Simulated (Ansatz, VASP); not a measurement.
# GaSb in two plane-wave programs, part 2 of 2

Aim: how closely do two programs agree when they are given the same cell, functional and k mesh? The cell is taken from a series of runs on this material, whose earlier steps may have relaxed, scaled, displaced or heated it; both programs get it as it stands.

VASP 6.6.1 and Ansatz 0.2.0.

So far: The structure; VASP: zone-centre phonons, LDA, pair 1; Ansatz: zone-centre phonons, LDA, pair 1; Side by side.

## Step 5: VASP: zone-centre phonons, LDA, pair 2

Level of this step: LDA; plane waves and PAW (Ga_d, Sb) (VASP).

Second derivatives magnify differences that forces hide, and they need a tight electronic threshold. The cell compared in this pair holds 53.11 Å³, against 52.01 Å³ for the pair before.

The input, INCAR:

```
SYSTEM = GaSb
PREC = Accurate
ENCUT = 500
EDIFF = 1E-08
NELM = 120
ISMEAR = 0
SIGMA = 0.01
LREAL = .FALSE.
ALGO = Normal
GGA = CA
NBANDS = 15
LORBIT = 11
LWAVE = .FALSE.
LCHARG = .FALSE.
ISIF = 2
IBRION = 8
LASPH = .TRUE.
GGA_COMPAT = .FALSE.
EFERMI = MIDGAP
KPAR = 2
```

The input, POSCAR:

```
GaSb
1.0
    0.0000000000      2.9834913130      2.9834913130
    2.9834913130      0.0000000000      2.9834913130
    2.9834913130      2.9834913130      0.0000000000
Ga Sb
1 1
Direct
    0.0000000000      0.0000000000      0.0000000000
    0.7500000000      0.7500000000      0.7500000000
```

The input, KPOINTS:

```
Automatic mesh
0
Gamma
12 12 12
0 0 0
```

Potentials, in the order of the species: Ga_d and Sb (LDA family, release 64).

Launch:

```sh
> mpirun -np 2 vasp_std
```

Numbers of over 12 decimals in the logs are rounded to 6 here.

Output:

```text
[... set-up lines as in an earlier step ...]
 entering main loop
       N       E                     dE             d eps       ncg     rms          rms(c)
DAV:   1     0.801729098889E+02    0.80173E+02   -0.85208E+03  2192   0.148E+03
DAV:   2    -0.258469249624E+01   -0.82758E+02   -0.79948E+02  2496   0.301E+02
DAV:   3    -0.868483500324E+01   -0.61001E+01   -0.60711E+01  2608   0.680E+01
DAV:   4    -0.879178189379E+01   -0.10695E+00   -0.10693E+00  2641   0.101E+01
[...]
DAV:  11    -0.865390677380E+01   -0.20766E-05   -0.44234E-06  2532   0.191E-02    0.549E-03
DAV:  12    -0.865390673254E+01    0.41253E-07   -0.22936E-07  2694   0.346E-03    0.142E-03
DAV:  13    -0.865390674023E+01   -0.76866E-08   -0.23879E-08  2657   0.165E-03
   1 F= -.86539067E+01 E0= -.86539067E+01  d E =0.000000E+00
 Linear response reoptimize wavefunctions to high precision
DAV:   1    -0.865390674038E+01   -0.15370E-09   -0.79839E-10  2208   0.313E-04
DAV:   2    -0.865390674040E+01   -0.14552E-10   -0.11317E-10  1612   0.112E-04
 Linear response DOF=           2
 Linear response progress:
[...]
RMM:  13    -0.166894486729E+00   -0.40462E-07   -0.21194E-07 17362   0.158E-04    0.149E-06
RMM:  14    -0.166894478779E+00    0.79494E-08   -0.11404E-07 17887   0.105E-04    0.202E-06
RMM:  15    -0.166894487973E+00   -0.91936E-08   -0.47586E-08 17192   0.779E-05    0.251E-07
 first order change of Fermi-energy   0.10757E+01
 force on displaced ion       1 direction 1 :  -9.412   0.000   0.000
 Linear response progress:
  Degree of freedom:   2/  2
       N       E                     dE             d eps       ncg     rms          rms(c)
RMM:   1    -0.295612609673E-01   -0.29561E-01   -0.31984E-03 16602   0.148E+00
RMM:   2    -0.264958273910E-01    0.30654E-02   -0.41369E-03 15351   0.426E-01    0.705E-02
RMM:   3    -0.264263779033E-01    0.69449E-04   -0.28021E-04 16855   0.114E-01    0.373E-02
RMM:   4    -0.264503100260E-01   -0.23932E-04   -0.71005E-05 17049   0.476E-02    0.477E-03
[...]
RMM:   8    -0.264448797406E-01    0.28164E-06   -0.27694E-08 16953   0.549E-04    0.933E-05
RMM:   9    -0.264448381147E-01    0.41626E-07   -0.18863E-08 17508   0.206E-04    0.175E-05
RMM:  10    -0.264448289901E-01    0.91246E-08    0.62938E-09 16629   0.895E-05    0.905E-06
 first order change of Fermi-energy  -0.10754E+01
 force on displaced ion       2 direction 1 :  -9.369  -0.000  -0.000
 Linear response finished
```

OUTCAR, selected parts (step 5):

```text
  Total        0.9141603      0.9141603      0.9141603      0.0000000      0.0000000     -0.0000000
  in kB       27.5758310     27.5758310     27.5758310      0.0000000      0.0000000     -0.0000000
  external PRESSURE =      27.5758310 kB  Pullay stress =       0.0000000 kB

 POSITION                                       TOTAL-FORCE (eV/Angst)
 -----------------------------------------------------------------------------------
      0.00000      0.00000      0.00000         0.000000      0.000000      0.000000
      4.47524      4.47524      4.47524        -0.000000     -0.000000     -0.000000
 -----------------------------------------------------------------------------------
    total drift:                               -0.000001     -0.000001     -0.000000

[... 1 part as in an earlier step ...]

[... 1 further part left out ...]
```

## Step 6: Ansatz: zone-centre phonons, LDA, pair 2

The same cell, functional (in two slightly different forms) and mesh now go to Ansatz, which takes its cutoff from its data sets.

The cell is taken from a series of runs on this material, whose earlier steps may have relaxed, scaled, displaced or heated it; both programs get it as it stands.

The input, input.yaml:

```yaml
crystal:
  lattice:
    - [0.0, 2.983491313, 2.983491313]
    - [2.983491313, 0.0, 2.983491313]
    - [2.983491313, 2.983491313, 0.0]
  atoms:
    - { symbol: Ga, position: [0.0, 0.0, 0.0] }
    - { symbol: Sb, position: [0.75, 0.75, 0.75] }
kpoints:
  mp_grid: { grid: [12, 12, 12] }
hamiltonian:
  xc: lda
  pseudopotentials: { kind: paw, azcp: { folder: soft_1 }, xc_functional: pbe }
scf:
  occupations: { method: fixed }
output:
  eigenvalues: true
phonons:
  method: dfpt
```

Launch:

```sh
> ansatz run input.yaml --threads 4 --pin off --max-ram 10240MiB --backend cpu --events-out ev --progress --plain --runs-dir out
```

Output:

```text
[...]
Crystal: 2 atoms, lattice volume = 53.113 Å³
Basis set: ecut = 420 eV, 1037 PW (Γ), exchange–correlation on 60×60×60 points (8 copies of the dense FFT grid, shifted against one another)
Bands: 18, of which v1, the nominal top of the filled ones, is band 14 counted from 1 (13 counted from 0)
Symmetry: 24 space group operations
k-points: 163 of 1728 (irreducible under 8 space group operations, time reversal used)
[...]
k-point 1: bands = [... 10 lower, -3.4837, 7.2459, 8.3766, 8.3766, 9.6273, 11.4607, 11.4607, 11.5828]
  k-point 2: bands = [... 10 lower, -3.2535, 5.7321, 8.0643, 8.0643, 9.6513, 11.8657, 11.8657, 12.6242]
  k-point 162: bands = [... 10 lower, -0.7685, 1.4828, 4.8054, 5.0360, 12.4129, 12.8174, 13.0476, 13.2383]
[...]
ASR residual: 2.604e-4 → 0.000e0 eV/Å²; symmetrization residual: 7.148e-6 eV/Å²
  ASR residual per site (eV/Å²): 2.60e-4 3.40e-5
  Γ frequencies (cm⁻¹): 0.00 0.00 0.00 237.77 237.77 237.77
[...]
[key lines of the parts left out:]
SCF converged after 9 iterations
Free energy (F): -10043.105405 eV
Fermi energy:    8.517299 eV
```

## Step 7: Differences

What differs besides the data sets and the points named for the pairs above, as far as they apply: the data sets hold 28 valence electrons in Ansatz (on its PAW soft_1 files) and 18 in VASP. Total energies have different zeros and are not compared.

Compared:

| quantity | Ansatz | VASP | difference |
| --- | --- | --- | --- |
| optical mode 1 to 3 (cm⁻¹) | 237.8 | 240.1 | -0.96 % |

Modes are paired by rising frequency, not by their patterns, so a pair may set unlike modes beside each other; they are those without the splitting of longitudinal modes.

## Step 8: Outcome

| Quantity | Value |
| --- | --- |
| r.m.s. difference of the optical zone-centre modes, each program's sorted by frequency (zone-centre phonons, LDA, pair 1) | 2.1 cm⁻¹ |
| difference in optical mode 1 to 3 (zone-centre phonons, LDA, pair 1) | -0.9 % |
| r.m.s. difference of the optical zone-centre modes, each program's sorted by frequency (zone-centre phonons, LDA, pair 2) | 2.3 cm⁻¹ |
| difference in optical mode 1 to 3 (zone-centre phonons, LDA, pair 2) | -1.0 % |

In words: The r.m.s. difference of the optical zone-centre modes, each program's sorted by frequency is 2.1 cm⁻¹ (zone-centre phonons, LDA, pair 1). The data sets hold unlike numbers of valence electrons (28 in Ansatz and 18 in VASP), so part of the differences comes from the potentials. Among the rows given in per cent, the largest difference of the zone-centre phonons, LDA, pair 1 pair is in optical mode 1 to 3, -0.9 %. Among the rows given in per cent, the largest difference of the zone-centre phonons, LDA, pair 2 pair is in optical mode 1 to 3, -1.0 %. Such differences can come from data sets, numerical settings and the points named under the comparisons, not from the functional's error against experiment.

[Lines on the potential files, build, host, timing and source positions are cut from VASP's logs without a mark.]

[Logs are printed without paths, hosts, clocks, repeated set-up lines and the standing remarks that a program may print on its own settings, such as how far it seeks lower states.]

[Hosts, paths, dates, database ids (printed as entryN), source tags and the programs' standing remarks are cut or masked in the printed files.]
